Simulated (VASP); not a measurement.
# Sr3B (Fm-3m) in VASP: further runs

One crystal, Sr3B, is run at these levels: PBE; tasks: single point, relaxation of cell and atoms.

Everything below comes from runs of VASP 6.6.1. Logs are shortened: lines on timing, memory, paths and dates and some standing lists are left out, and cuts for length are marked.

## (1) The cell of the first run

Symmetry: Fm-3m, No. 225, cubic system. Conventional cell: a = 8.087 Å, b = 8.087 Å, c = 8.087 Å, α = 90.00°, β = 90.00°, γ = 90.00°. Around Sr (site symmetry m-3m) lie 8 Sr at 3.50 Å. Sr (site symmetry -43m) is surrounded by 4 Sr at 3.50 Å and 4 B at 3.50 Å. B (site symmetry m-3m) has 8 Sr at 3.50 Å as nearest neighbours.

The cell was built by a generator and needn't be a form met in nature.

## (2) Single point, PBE (random cell by space group and Wyckoff sites (Fm-3m, No. 225))

File INCAR:

```
SYSTEM = Sr3B
ALGO = Fast ; EDIFF = 1E-6
ENCUT = 520 ; GGA = PE
ISIF = 2 ; ISMEAR = 0
LASPH = .True. ; LCHARG = .True.
LELF = .True. ; LREAL = .False.
LVHAR = .True. ; LWAVE = .False.
NBANDS = 24 ; NELM = 60
PREC = Accurate ; SIGMA = 0.1
```

File KPOINTS:

```
k-points
0
Gamma
  10 10 10
  0 0 0
```

File POSCAR:

```
Sr3B
1.0
    0.0000000000      4.0436030156      4.0436030156
    4.0436030156      0.0000000000      4.0436030156
    4.0436030156      4.0436030156      0.0000000000
Sr B
3 1
Direct
    0.5000000000      0.5000000000      0.5000000000
    0.2500000000      0.2500000000      0.2500000000
    0.7500000000      0.7500000000      0.7500000000
    0.0000000000      0.0000000000      0.0000000000
```

Potentials or basis: VASP PAW PBE potentials, release 64 (Sr_sv, B).

Command:

```console
> cat potpaw_PBE.64/Sr_sv/POTCAR potpaw_PBE.64/B/POTCAR > POTCAR
> mpirun -np 1 vasp_std > vasp.out
```

OUTCAR:

```text
SYSTEM = Sr3B
   EDIFF = 1E-6
   ENCUT = 520
   GGA = PE
   ISIF = 2
   ISMEAR = 0
   LASPH = .True.
   LREAL = .False.
   NELM = 60
   PREC = Accurate

 ion  position               nearest neighbor table
   1  0.500  0.500  0.500-   2 3.50   3 3.50   2 3.50   2 3.50   2 3.50   3 3.50   3 3.50   3 3.50

   2  0.250  0.250  0.250-   1 3.50   4 3.50   4 3.50   4 3.50   4 3.50   1 3.50   1 3.50   1 3.50
                             3 4.04   3 4.04   3 4.04   3 4.04   3 4.04   3 4.04
   3  0.750  0.750  0.750-   1 3.50   4 3.50   1 3.50   1 3.50   1 3.50   4 3.50   4 3.50   4 3.50
                             2 4.04   2 4.04   2 4.04   2 4.04   2 4.04   2 4.04
   4  0.000  0.000  0.000-   2 3.50   3 3.50   3 3.50   3 3.50   3 3.50   2 3.50   2 3.50   2 3.50

  LATTYP: Found a face centered cubic cell.
 ALAT       =     8.0872060312

  Lattice vectors:

 A1 = (   0.0000000000,   4.0436030156,   4.0436030156)
 A2 = (   4.0436030156,   0.0000000000,   4.0436030156)
 A3 = (   4.0436030156,   4.0436030156,   0.0000000000)

Analysis of symmetry for initial positions (statically):
=====================================================================
 Subroutine PRICEL returns:
 Original cell was already a primitive cell.

 Routine SETGRP: Setting up the symmetry group for a
 face centered cubic supercell.

 Subroutine GETGRP returns: Found 48 space group operations
 (whereof 48 operations were pure point group operations)
 out of a pool of 48 trial point group operations.

The static configuration has the point symmetry O_h .

Analysis of symmetry for dynamics (positions and initial velocities):
=====================================================================
 Subroutine PRICEL returns:
 Original cell was already a primitive cell.

 Routine SETGRP: Setting up the symmetry group for a
 face centered cubic supercell.

 Subroutine GETGRP returns: Found 48 space group operations
 (whereof 48 operations were pure point group operations)
 out of a pool of 48 trial point group operations.

The dynamic configuration has the point symmetry O_h .

 Subroutine INISYM returns: Found 48 space group operations
 (whereof 48 operations are pure point group operations),
 and found     1 'primitive' translations

----------------------------------------------------------------------------------------

                                     Primitive cell

  volume of cell :     132.2317

  direct lattice vectors                    reciprocal lattice vectors
     0.000000000  4.043603016  4.043603016    -0.123652099  0.123652099  0.123652099
     4.043603016  0.000000000  4.043603016     0.123652099 -0.123652099  0.123652099
     4.043603016  4.043603016  0.000000000     0.123652099  0.123652099 -0.123652099

  length of vectors
     5.718518226  5.718518226  5.718518226     0.214171718  0.214171718  0.214171718

  position of ions in fractional coordinates (direct lattice)
     0.500000000  0.500000000  0.500000000
     0.250000000  0.250000000  0.250000000
     0.750000000  0.750000000  0.750000000
     0.000000000  0.000000000  0.000000000

  ion indices of the primitive-cell ions
   primitive index   ion index
                 1           1
                 2           2
                 3           3
                 4           4

----------------------------------------------------------------------------------------

 KPOINTS: k-points

Automatic generation of k-mesh.
 Grid dimensions read from file:
 generate k-points for:   10   10   10

 Generating k-lattice:

  Cartesian coordinates                     Fractional coordinates (reciprocal lattice)
    -0.012365210  0.012365210  0.012365210     0.100000000  0.000000000  0.000000000
     0.012365210 -0.012365210  0.012365210     0.000000000  0.100000000  0.000000000
     0.012365210  0.012365210 -0.012365210     0.000000000  0.000000000  0.100000000

  Length of vectors
     0.021417172  0.021417172  0.021417172

  Shift w.r.t. Gamma in fractional coordinates (k-lattice)
     0.000000000  0.000000000  0.000000000

 Subroutine IBZKPT returns following result:
 ===========================================

 Found     47 irreducible k-points:

 Following reciprocal coordinates:
            Coordinates               Weight
  0.000000  0.000000  0.000000      1.000000
  0.100000  0.000000  0.000000      8.000000
  0.200000  0.000000  0.000000      8.000000
  0.300000  0.000000  0.000000      8.000000
  0.400000  0.000000  0.000000      8.000000
  0.500000  0.000000  0.000000      4.000000
[... 16 lines left out ...]
  0.300000  0.300000  0.000000      6.000000
  0.400000  0.300000  0.000000     24.000000
 [... further k-points ...]
   k-points           NKPTS =     47   k-points in BZ     NKDIM =     47   number of bands    NBANDS=     24
   number of dos      NEDOS =    301   number of ions     NIONS =      4
   total plane-waves  NPLWV = 110592
   dimension x,y,z NGX =    48 NGY =   48 NGZ =   48
   dimension x,y,z NGXF=    96 NGYF=   96 NGZF=   96
   ions per type =               3   1
   NGX,Y,Z   is equivalent  to a cutoff of  13.95, 13.95, 13.95 a.u.
   NGXF,Y,Z  is equivalent  to a cutoff of  27.91, 27.91, 27.91 a.u.
 SYSTEM =  Sr3B
   PREC   = accura    normal or accurate (medium, high low for compatibility)
   ISTART =      0    job   : 0-new  1-cont  2-samecut
   ICHARG =      2    charge: 1-file 2-atom 10-const
   ISPIN  =      1    spin polarized calculation?
   LNONCOLLINEAR =      F non collinear calculations
   LSORBIT =      F    spin-orbit coupling
   LASPH  =      T    aspherical Exc in radial PAW
   ENCUT  =  520.0 eV  38.22 Ry    6.18 a.u.  10.63 10.63 10.63*2*pi/ulx,y,z
   NELM   =     60;   NELMIN=  2; NELMDL= -5     # of ELM steps
   EDIFF  = 0.1E-05   stopping-criterion for ELM
   LREAL  =      F    real-space projection
   EDIFFG = 0.1E-04   stopping-criterion for IOM
   NSW    =      0    number of steps for IOM
   IBRION =     -1    ionic relax: 0-MD 1-quasi-New 2-CG
   NFREE  =      0    steps in history (QN), initial steepest desc. (CG)
   ISIF   =      2    stress and relaxation
   ISYM   =      2    0-nonsym 1-usesym 2-fastsym
   POTIM  = 0.5000    time-step for ionic-motion
   TEBEG  =    0.0;   TEEND  =   0.0 temperature during run
   PSTRESS=    0.0 pullay stress
   NELECT =      33.0000    total number of electrons
   NUPDOWN=      -1.0000    fix difference up-down
   EMIN   =  10.00;   EMAX   =-10.00  energy-range for DOS
   EFERMI =   0.00;   METHOD = LEGACY
   ISMEAR =     0;   SIGMA  =   0.10  broadening in eV -4-tet -1-fermi 0-gaus
   EFERMI_NEDOS =   21; number of points for ismear=-14 and -15
   IALGO  =     68    algorithm
   IMIX   =      4    mixing-type and parameters
     AMIX     =   0.40;   BMIX     =  1.00
     AMIX_MAG =   1.60;   BMIX_MAG =  1.00
  volume/ion in A,a.u.               =      33.06       223.09
  Fermi-wavevector in a.u.,A,eV,Ry     =   1.030705  1.947750 14.454182  1.062352
  Thomas-Fermi vector in A             =   2.164816
   LORBIT       =      0    0 simple, 1 ext, 2 COOP (PROOUT), +10 PAW based schemes
   GGA     = PE    functional components
   LHFCALC =     F    Hartree Fock is set to
   AEXX    =    0.0000 exact exchange contribution
   IVDW    =     0    specifies the selected vdW correction
   LEPSILON=     F    determine dielectric tensor
   LRPA    =     F    only Hartree local field effects (RPA)
 non-spin polarized calculation
 RMM-DIIS sequential band-by-band and
 Gauss-broadening in eV      SIGMA  =   0.10
  energy-cutoff  :      520.00
  volume of cell :      132.23
 maximum number of plane-waves:      3587
 NGX is ok and might be reduce to    48
   NGX = 21   NGY = 21   NGZ = 21

 number of electron      33.0000000 magnetization

 Free energy of the ion-electron system (eV)
  ---------------------------------------------------
  ext. energy  EPLUGINS =         0.00000000
  ---------------------------------------------------
  free energy    TOTEN  =        -7.90990490 eV

  energy without entropy =       -7.89598554  energy(sigma->0) =       -7.90294522

 E-fermi :   2.6639     XC(G=0):  -8.5493

 val. band max:        2.6582869974   @ k =   0.2000   0.2000   0.0000
 cond. band min:       2.6938908407   @ k =   0.3000   0.3000   0.0000
 fundamental gap:      0.0356038433
 Fermi energy:         2.6638578870

 k-point     1 :       0.0000    0.0000    0.0000
  band No.  band energies     occupation
      1     -33.9988      2.00000
      2     -33.4740      2.00000
      3     -33.4562      2.00000
      4     -16.1334      2.00000
      5     -16.1334      2.00000
      6     -16.1334      2.00000
[... 16 lines left out ...]
     23       6.2770      0.00000
     24       6.2770      0.00000

 k-point     2 :       0.1000    0.0000    0.0000
  band No.  band energies     occupation
      1     -33.9979      2.00000
      2     -33.4742      2.00000
      3     -33.4569      2.00000
      4     -16.1380      2.00000
      5     -16.1380      2.00000
      6     -16.1370      2.00000
[... 16 lines left out ...]
     23       5.9902      0.00000
     24       6.2160      0.00000

 k-point     3 :       0.2000    0.0000    0.0000
  band No.  band energies     occupation
      1     -33.9957      2.00000
      2     -33.4744      2.00000
      3     -33.4591      2.00000
      4     -16.1495      2.00000
      5     -16.1495      2.00000
      6     -16.1436      2.00000
[... 16 lines left out ...]
     23       5.4536      0.00000
     24       6.0504      0.00000

 k-point     4 :       0.3000    0.0000    0.0000
  band No.  band energies     occupation
      1     -33.9929      2.00000
      2     -33.4742      2.00000
      3     -33.4623      2.00000
      4     -16.1630      2.00000
      5     -16.1630      2.00000
      6     -16.1464      2.00000
[... 16 lines left out ...]
     23       4.9641      0.00000
     24       5.8066      0.00000

 k-point     5 :       0.4000    0.0000    0.0000
  band No.  band energies     occupation
      1     -33.9906      2.00000
      2     -33.4730      2.00000
      3     -33.4660      2.00000
      4     -16.1733      2.00000
      5     -16.1733      2.00000
      6     -16.1446      2.00000
[... 16 lines left out ...]
     23       5.1120      0.00000
     24       5.5667      0.00000

 k-point     6 :       0.5000    0.0000    0.0000
  band No.  band energies     occupation
      1     -33.9897      2.00000
      2     -33.4717      2.00000
      3     -33.4683      2.00000
      4     -16.1771      2.00000
      5     -16.1771      2.00000
      6     -16.1430      2.00000
[... 16 lines left out ...]
     23       5.4675      0.00000
     24       5.5088      0.00000
[... 379 lines left out ...]
 k-point    21 :      -0.3000    0.2000    0.0000
  band No.  band energies     occupation
      1     -33.9898      2.00000
      2     -33.4734      2.00000
      3     -33.4665      2.00000
      4     -16.1784      2.00000
      5     -16.1695      2.00000
      6     -16.1593      2.00000
[... 16 lines left out ...]
     23       4.5496      0.00000
     24       5.4880      0.00000

 k-point    22 :      -0.2000    0.2000    0.0000
  band No.  band energies     occupation
      1     -33.9919      2.00000
      2     -33.4743      2.00000
      3     -33.4632      2.00000
      4     -16.1689      2.00000
      5     -16.1634      2.00000
      6     -16.1542      2.00000
[... 16 lines left out ...]
     23       4.7525      0.00000
     24       5.7057      0.00000

 k-point    23 :       0.3000    0.3000    0.0000
  band No.  band energies     occupation
      1     -33.9909      2.00000
      2     -33.4758      2.00000
      3     -33.4628      2.00000
      4     -16.2021      2.00000
      5     -16.2021      2.00000
      6     -16.0951      2.00000
[... 16 lines left out ...]
     23       5.5683      0.00000
     24       5.7253      0.00000

 k-point    24 :       0.4000    0.3000    0.0000
  band No.  band energies     occupation
      1     -33.9891      2.00000
      2     -33.4758      2.00000
      3     -33.4647      2.00000
      4     -16.2132      2.00000
      5     -16.2113      2.00000
      6     -16.0911      2.00000
[... 16 lines left out ...]
     23       5.3427      0.00000
     24       5.4374      0.00000

 [... further k-points ...]

------------------------ aborting loop because EDIFF is reached ----------------------------------------

  FORCE on cell =-STRESS in cart. coord.  units (eV):
  Direction    XX          YY          ZZ          XY          YZ          ZX
  --------------------------------------------------------------------------------------
  -------------------------------------------------------------------------------------
  Total        0.0391610      0.0391610      0.0391610      0.0000000     -0.0000000      0.0000000
  in kB        0.4744915      0.4744915      0.4744915      0.0000000     -0.0000000      0.0000000
  external PRESSURE =       0.4744915 kB  Pullay stress =       0.0000000 kB

 VOLUME and BASIS-vectors are now :
 -----------------------------------------------------------------------------
  energy-cutoff  :      520.00
  volume of cell :      132.23
      direct lattice vectors                 reciprocal lattice vectors
     0.000000000  4.043603016  4.043603016    -0.123652099  0.123652099  0.123652099
     4.043603016  0.000000000  4.043603016     0.123652099 -0.123652099  0.123652099
     4.043603016  4.043603016  0.000000000     0.123652099  0.123652099 -0.123652099

 POSITION                                       TOTAL-FORCE (eV/Angst)
 -----------------------------------------------------------------------------------
      4.04360      4.04360      4.04360         0.000000      0.000000      0.000000
      2.02180      2.02180      2.02180        -0.000000     -0.000000     -0.000000
      6.06540      6.06540      6.06540         0.000000      0.000000      0.000000
      0.00000      0.00000      0.00000         0.000000      0.000000      0.000000
 -----------------------------------------------------------------------------------
    total drift:                               -0.000000     -0.000000     -0.000000

  FREE ENERGIE OF THE ION-ELECTRON SYSTEM (eV)
  ---------------------------------------------------
  free  energy   TOTEN  =        -7.9099048967 eV

  energy  without entropy=       -7.8959855371  energy(sigma->0) =       -7.90294522
```

Run time: 2 min. Hardware: 1 thread of Intel Xeon 6975P-C (Granite Rapids), shared host; peak memory 0.38 GiB.

Results:

* Free energy: -7.9099 eV
* Pressure: 0.0 GPa
* Band gap on the k mesh: none (metal or under the smearing width)

## (3) Relaxation of cell and atoms, PBE (random cell by space group and Wyckoff sites (Fm-3m, No. 225))

File INCAR:

```
ALGO = Fast ; EDIFF = 1E-6
EDIFFG = -0.01 ; ENCUT = 600
GGA = PE ; IBRION = 2
ISIF = 3 ; ISMEAR = 0
LASPH = True ; LCHARG = False
LREAL = False ; LWAVE = False
NELM = 80 ; NSW = 100
PREC = Accurate ; SIGMA = 0.1
```

File KPOINTS:

```
k-points
0
Gamma
  10 10 10
```

File POSCAR:

```
Sr3B
1.0
    0.0000000000      4.0229593537      4.0229593537
    4.0229593537      0.0000000000      4.0229593537
    4.0229593537      4.0229593537      0.0000000000
Sr B
3 1
Direct
    0.5000000000      0.5000000000      0.5000000000
    0.2500000000      0.2500000000      0.2500000000
    0.7500000000      0.7500000000      0.7500000000
    0.0000000000      0.0000000000      0.0000000000
```

Potentials or basis: VASP PAW PBE potentials, release 64 (Sr_sv, B).

Command:

```console
> cat potpaw_PBE.64/Sr_sv/POTCAR potpaw_PBE.64/B/POTCAR > POTCAR
> mpirun -np 1 vasp_std > vasp.out
```

It took 4.4 min on 1 thread of Intel Xeon 6975P-C (Granite Rapids), shared host; peak memory 0.41 GiB.

It converged, with:

```
Free energy                            : -7.9098 eV
Relaxed volume                         : 33.15 Å³/atom
Relaxed cell                           : a = 5.724 Å, b = 5.724 Å, c = 5.724 Å, α = 60.00°, β = 60.00°, γ = 60.00°
Space group after relaxing (to 0.05 Å) : Fm-3m (No. 225)
Energy gained by relaxing              : 0.6 meV/atom
Ionic steps                            : 3
Pressure after relaxing                : 0.0 GPa
Band gap on the k mesh                 : none (metal or under the smearing width)
```

The path:
| step | energy change (eV) | largest force (eV/Å) | pressure (GPa) | volume (Å³) |
| --- | --- | --- | --- | --- |
| 1 | 0.0000 | 0.0000 | 0.30 | 130.22 |
| 2 | -0.0017 | 0.0000 | 0.16 | 131.37 |
| 3 | -0.0023 | 0.0000 | 0.01 | 132.59 |

Final structure:
```yaml
crystal:
  lattice:
    - [0.00000, 4.04725, 4.04725]
    - [4.04725, 0.00000, 4.04725]
    - [4.04725, 4.04725, 0.00000]
  atoms:
    - { symbol: Sr, position: [0.50000, 0.50000, 0.50000] }
    - { symbol: Sr, position: [0.25000, 0.25000, 0.25000] }
    - { symbol: Sr, position: [0.75000, 0.75000, 0.75000] }
    - { symbol: B, position: [0.00000, 0.00000, 0.00000] }
```

Levels at points of the mesh, in eV from the Fermi level:
```csv
k point,band 13,band 14,band 15,band 16,band 17,band 18,band 19,band 20
"(0.00, 0.00, 0.00)",-5.78,-0.87,-0.66,-0.66,-0.66,-0.18,-0.18,1.26
"(0.50, 0.00, 0.00)",-5.11,-2.44,-0.85,-0.85,0.68,0.90,1.00,1.00
"(0.50, 0.50, 0.00)",-5.05,-2.07,-0.78,-0.67,-0.22,-0.22,1.32,1.33
```

(Part 1 of 2 ends here.)
